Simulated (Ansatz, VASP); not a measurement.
# Cross-check of Si3N4 between VASP and Ansatz

Aim: how closely do two programs agree when they are given the same cell, functional and k mesh?

Program: Ansatz 0.2.0. Level of theory: plane waves, with VASP 6.6.1 beside it; dielectric response at PBEsol. Results are calculated unless marked as measured.

## 1. Set-up

Symmetry: P6_3/m, No. 176, hexagonal system. Conventional cell: a = 7.609 Å, b = 7.609 Å, c = 2.908 Å, α = 90.00°, β = 90.00°, γ = 120.00°. Nearest to Si lie 4 N at 1.71 to 1.79 Å. N has 3 Si at 1.73 Å nearest. N has 3 Si at 1.71 to 1.79 Å nearest. Farther neighbours and most contacts between anions are not listed.

Coordinates:

```xyz
14
Lattice="7.6093 0.0000 0.0000 -3.8047 6.5898 0.0000 0.0000 0.0000 2.9079" Properties=species:S:1:pos:R:3 pbc="T T T"
Si   -1.5957    5.0597    0.7270
Si    2.4296    1.1480    2.1809
Si    0.2207    2.6781    0.7270
Si    5.4003    1.5302    2.1809
Si    1.3750    5.4419    0.7270
Si    3.5840    3.9117    2.1809
N     0.0000    4.3932    0.7270
N     3.8047    2.1966    2.1809
N     2.3551    0.2570    0.7270
N     0.9550    2.1681    2.1809
N     6.2092    1.9111    0.7270
N     1.4496    6.3328    2.1809
N     2.8497    4.4218    0.7270
N    -2.4045    4.6788    2.1809
```

## 2. Ansatz: dielectric response, PBEsol

Ansatz runs on its default PAW (the set named soft_2) files.

The response to a field tests empty states and converges slowly with the mesh.

File input.yaml:

```yaml
crystal:
  lattice:
    - [7.60930125, 0.0, 0.0]
    - [-3.80465063, 6.58984819, 0.0]
    - [0.0, 0.0, 2.9079]
  atoms:
    - { symbol: Si, position: [0.1742, 0.7678, 0.25] }
    - { symbol: Si, position: [0.4064, 0.1742, 0.75] }
    - { symbol: Si, position: [0.2322, 0.4064, 0.25] }
    - { symbol: Si, position: [0.8258, 0.2322, 0.75] }
    - { symbol: Si, position: [0.5936, 0.8258, 0.25] }
    - { symbol: Si, position: [0.7678, 0.5936, 0.75] }
    - { symbol: "N", position: [0.333333333, 0.666666667, 0.25] }
    - { symbol: "N", position: [0.666666667, 0.333333333, 0.75] }
    - { symbol: "N", position: [0.329, 0.039, 0.25] }
    - { symbol: "N", position: [0.29, 0.329, 0.75] }
    - { symbol: "N", position: [0.961, 0.29, 0.25] }
    - { symbol: "N", position: [0.671, 0.961, 0.75] }
    - { symbol: "N", position: [0.71, 0.671, 0.25] }
    - { symbol: "N", position: [0.039, 0.71, 0.75] }
hamiltonian:
  xc: pbesol
  pseudopotentials: { kind: paw }
kpoints:
  mp_grid: { grid: [4, 4, 8] }
scf:
  occupations: { method: fixed }
dielectric:
  method: response
```

Started as:

```
$ ansatz run input.yaml --threads 4 --pin off --max-ram 9216MiB --backend cpu --events-out ev --progress --plain --runs-dir out
```

Numbers of over 12 decimals in the logs are rounded to 6 here.

The log of the run:

```text
Engine: ansatz 0.2.0, aarch64-unknown-linux-gnu
Pseudopotentials: kind: paw
Pseudopotential: Si, paw, valence charge 4, recommended cutoff 420 eV (normal), Si.paw.azcp
Pseudopotential: N, paw, valence charge 5, recommended cutoff 420 eV (normal), N.paw.azcp
Functional definition: PBEsol
  exchange = pbesol_x
  correlation = pbesol_c
Crystal: 14 atoms, lattice volume = 145.814 Å³
Basis set: ecut = 420 eV, 2859 PW (Γ), exchange–correlation on 108×108×40 points (8 copies of the dense FFT grid, shifted against one another)
Bands: 46, of which v1, the nominal top of the filled ones, is band 32 counted from 1 (31 counted from 0)
Symmetry: 12 space group operations
k-points: 68 of 128 (irreducible under 1 space group operation, time reversal used)
Non-local potential: Si, projectors of the file, l = 0: 2, l = 1: 2, l = 2: 2
Non-local potential: N, projectors of the file, l = 0: 2, l = 1: 2, l = 2: 1
PAW form: soft (Blöchl's): semilocal exchange-correlation on the pseudo side does not see the compensation charge
PAW frozen core: Si, regenerated for the run's functional, and the local potential with it (the file was generated under x = pbe(κ = 0.804, μ = 0.219515), c = pbe(β = 0.066725))
PAW frozen core: N, regenerated for the run's functional, and the local potential with it (the file was generated under x = pbe(κ = 0.804, μ = 0.219515), c = pbe(β = 0.066725))
PAW one-centre angular grid: Si, 110 points (default); XC on 64 Gauss nodes
PAW one-centre angular grid: N, 110 points (default); XC on 64 Gauss nodes
Initial density: superposition of atomic densities (neutral atoms: chi_scale 0, normalization atom), corrected by the library's trained network
Initial wavefunctions: pseudopotential atomic-orbital guess
Functional: x = pbesol(κ = 0.804, μ = 0.123457), c = pbesol(β = 0.046)
SCF iter   1: F=—  HF=-6773.470356 eV  |F-HF|=—  |Δ(HF+E_count)|=         —  Δρ=9.58e-3  dr2=1.30e-1  ethr=1.77e-3  ⟨swp⟩=5.1  Hψ=12929  notcnv=0  defer=783
preconditioner: auto → Resta (q_TF=auto, 2.378 Å⁻¹)  ε∞=4.0  [insulator: Δε(μ)=4.084 eV  Ē_g=14.188 eV  n_scr=32 (ndim 8)  ℏωp=24.6 eV  f_vac=0.032  ε∞_Penn≈4.0]
SCF iter   2: F=—  HF=-6773.433129 eV  |F-HF|=—  |Δ(HF+E_count)|=   3.72e-2  Δρ=1.85e-3  dr2=4.36e-3  ethr=2.04e-4  ⟨swp⟩=2.4  Hψ=5358  notcnv=0  defer=812
SCF iter   3: F=—  HF=-6773.432838 eV  |F-HF|=—  |Δ(HF+E_count)|=   2.91e-4  Δρ=8.97e-4  dr2=9.51e-4  ethr=6.82e-6  ⟨swp⟩=2.5  Hψ=4622  notcnv=0  defer=813
SCF iter   4: F=—  HF=-6773.432905 eV  |F-HF|=—  |Δ(HF+E_count)|=   6.76e-5  Δρ=2.60e-4  dr2=8.78e-5  ethr=1.49e-6  ⟨swp⟩=3.0  Hψ=4894  notcnv=0  defer=813
SCF iter   5: F=—  HF=-6773.432892 eV  |F-HF|=—  |Δ(HF+E_count)|=   1.36e-5  Δρ=6.55e-5  dr2=4.07e-6  ethr=1.37e-7  ⟨swp⟩=2.0  Hψ=4505  notcnv=0  defer=662
SCF iter   6: F=—  HF=-6773.432896 eV  |F-HF|=—  |Δ(HF+E_count)|=   4.28e-6  Δρ=9.49e-6  dr2=9.68e-8  ethr=6.36e-9  ⟨swp⟩=2.1  Hψ=4338  notcnv=0  defer=607
SCF iter   7: F=—  HF=-6773.432896 eV  |F-HF|=—  |Δ(HF+E_count)|=   5.78e-8  Δρ=1.61e-6  dr2=2.87e-9  ethr=1.51e-10  ⟨swp⟩=2.0  Hψ=4701  notcnv=0  defer=607
SCF iter   8: F=-6773.432896 eV  HF=-6773.432896 eV  |F-HF|=1.18e-10  |Δ(HF+E_count)|=   3.36e-9  Δρ=1.99e-7  dr2=8.14e-11  ethr=1.00e-12  ⟨swp⟩=14.8  Hψ=18665  notcnv=0
SCF 1 converged in 8 iterations: F = -6773.432896 eV  dr2 = 8.14e-11
  greatest PAW one-centre occupation: 0.789 electrons in one spin orbital (limit 2), on the N atom at site 7 (counted from 0), in its partial waves of l = 0
NSCF: frozen V_eff on 2 k-points
DFPT response loops at Γ: preconditioner auto → Resta (q_TF=auto, 2.378 Å⁻¹)  ε∞=3.8 (no band partly filled); β = 1.00, the filter's whole step (`scf.mixing.beta` (0.50) is not read by the response loops at its default; to damp them type it under 1.00, their step now; it binds the ground state too); Broyden in place of MSR1
── the response to a field inside a basis, on 4×4×8 k-points: an SCF that follows is theirs, and a resumed run solves both again ──
Bands: 33, of which v1, the nominal top of the filled ones, is band 32 counted from 1 (31 counted from 0)
k-points: 32 of 128 (irreducible under 4 space group operations)
Initial density: handed on by an earlier stage of this run
Initial wavefunctions: pseudopotential atomic-orbital guess (no wavefunctions were taken with the density)
Eigensolver: Dense (32 Hₖ)
SCF iter   1: F=—  HF=-6773.101128 eV  |F-HF|=—  |Δ(HF+E_count)|=         —  Δρ=5.93e-4  dr2=1.40e-4  ethr=1.00e-1
preconditioner: auto → Resta (q_TF=auto, 2.378 Å⁻¹)  ε∞=5.0  [insulator: Δε(μ)=4.545 eV  Ē_g=12.225 eV  n_scr=32 (ndim 8)  ℏωp=24.6 eV  f_vac=0.032  ε∞_Penn≈5.0]
SCF iter   2: F=—  HF=-6773.101164 eV  |F-HF|=—  |Δ(HF+E_count)|=   3.61e-5  Δρ=3.26e-4  dr2=4.64e-5  ethr=2.20e-7
SCF iter   3: F=—  HF=-6773.101187 eV  |F-HF|=—  |Δ(HF+E_count)|=   2.21e-5  Δρ=2.64e-5  dr2=1.14e-6  ethr=7.25e-8
SCF iter   4: F=—  HF=-6773.101187 eV  |F-HF|=—  |Δ(HF+E_count)|=   4.01e-7  Δρ=1.61e-5  dr2=4.65e-7  ethr=1.78e-9
SCF iter   5: F=-6773.101187 eV  HF=-6773.101187 eV  |F-HF|=3.64e-8  |Δ(HF+E_count)|=   1.93e-8  Δρ=3.31e-6  dr2=3.18e-8  ethr=7.26e-10
SCF 1 converged in 5 iterations: F = -6773.101187 eV  dr2 = 3.18e-8
  greatest PAW one-centre occupation: 0.788 electrons in one spin orbital (limit 2), on the N atom at site 7 (counted from 0), in its partial waves of l = 0
DFPT response loops at Γ: preconditioner auto → Resta (q_TF=auto, 2.378 Å⁻¹)  ε∞=3.6 (no band partly filled); β = 1.00, the filter's whole step (`scf.mixing.beta` (0.50) is not read by the response loops at its default; to damp them type it under 1.00, their step now; it binds the ground state too); Broyden in place of MSR1
SCF converged after 8 iterations
Free energy (F): -6773.432896 eV
Harris-Foulkes:  -6773.432896 eV  (|F-HF|=1.18e-10)
Internal energy: -6773.432896 eV  (E = F + TS)
E sigma→0 (E₀):  -6773.432896 eV
Fermi energy:    8.149429 eV
--- Per-component energies (eV) ---
  E_band       = 55.500143
  E_kinetic    = 1350.003342
  E_local      = -2133.064559  (includes V_loc(G=0)·N_el)
  E_nonlocal   = 512.876357
  E_hartree    = 705.020739
  E_xc         = -819.323758
  E_vxc        = -909.118810  (∫ρ·V_xc dr)
  E_paw        = -3979.652704  (= ΣΔE_a)
  E_vpaw       = -175.238682  (= ΣTr[D̂ρ^β])
  E_aug_tail   = 0.000815  (compensation charges beyond the density's cutoff)
  E_ewald      = -2409.707282
  E_core_change = 0.414155  (= ΣΔE_core)
  E_smearing   = -0.000000  (= −TS)
  E_closure    = -0.000000  (closes the sum)
  Σ components = -6773.432896   (vs F -6773.432896, Δ=0.00e0)
--- Band table (eV; the first three rows and the last of 68) ---
  k-point 0: bands = [... 28 lower, 6.9370, 7.7004, 7.7154, 7.9133, 12.3514, 12.8224, 12.8224, 12.8319, ... 10 higher]
  k-point 1: bands = [... 28 lower, 6.9541, 6.9700, 7.2834, 8.1492, 13.4242, 13.4564, 13.6095, 13.6095, ... 10 higher]
  k-point 2: bands = [... 28 lower, 6.6358, 6.8523, 6.8523, 8.1494, 13.6333, 13.6333, 14.5575, 14.5575, ... 10 higher]
  k-point 67: bands = [... 28 lower, 6.6141, 6.6141, 7.1650, 7.1650, 12.9089, 12.9089, 13.7735, 13.7735, ... 10 higher]
--- Dielectric response (ions clamped): 3 representative field directions + reference, inside a basis on a mesh of 128 k-points (Σ response iterations 15) ---
  ε∞ (high-frequency dielectric tensor):
        4.280973     0.000000     0.000000
        0.000000     4.280973     0.000000
        0.000000     0.000000     4.344268
  Born effective charges Z* (e; rows j = field, columns β = displacement):
    site 0:
         3.15728    0.01157    0.00000
         0.06936    3.50588    0.00000
         0.00000    0.00000    3.44136
    site 1:
         3.38368   -0.20008    0.00000
        -0.14228    3.27947   -0.00000
         0.00000   -0.00000    3.44136
    site 2:
         3.45377    0.10182    0.00000
         0.15961    3.20938    0.00000
         0.00000    0.00000    3.44136
    site 3:
         3.15728    0.01157    0.00000
         0.06936    3.50588    0.00000
         0.00000    0.00000    3.44136
    site 4:
         3.38368   -0.20008    0.00000
        -0.14228    3.27947   -0.00000
         0.00000   -0.00000    3.44136
    site 5:
         3.45377    0.10182    0.00000
         0.15961    3.20938    0.00000
         0.00000    0.00000    3.44136
    site 6:
        -2.97179    0.08780   -0.00000
        -0.08780   -2.97179   -0.00000
        -0.00000    0.00000   -1.72905
    site 7:
[...]
site 8:
[...]
site 9:
[...]
site 10:
[...]
site 11:
[...]
-0.06531   -3.11634   -0.00000
        -0.00000   -0.00000   -2.86501
    site 12:
        -2.67178    0.70395   -0.00000
         0.70469   -2.01018    0.00000
        -0.00000    0.00000   -2.86501
    site 13:
        -2.78554   -0.63901   -0.00000
        -0.63827   -1.89642   -0.00000
        -0.00000   -0.00000   -2.86501
  Z* charge neutrality: 2.362e-2 e pre-enforcement
  solved inside a basis spanned on kpoints, on 4×4×8 k-points, its susceptibility summed on 6×6×12: ε∞ is read to err by 2.9e-2, Z* by 1.9e-2 e (field_mesh: kpoints solves on kpoints); Z* is corrected for what the basis lacks
```

Wall time 94 s (4 threads of Arm Neoverse V1, shared host); peak memory 2 GiB; 6.1 min of CPU time.

(Continued in part 2 of 3.)

[Lines on the potential files, build, host, timing and source positions are cut from VASP's logs without a mark.]

[Logs are printed without paths, hosts, clocks, repeated set-up lines and the standing remarks that a program may print on its own settings, such as how far it seeks lower states.]

[Hosts, paths, dates, database ids (printed as entryN), source tags and the programs' standing remarks are cut or masked in the printed files.]
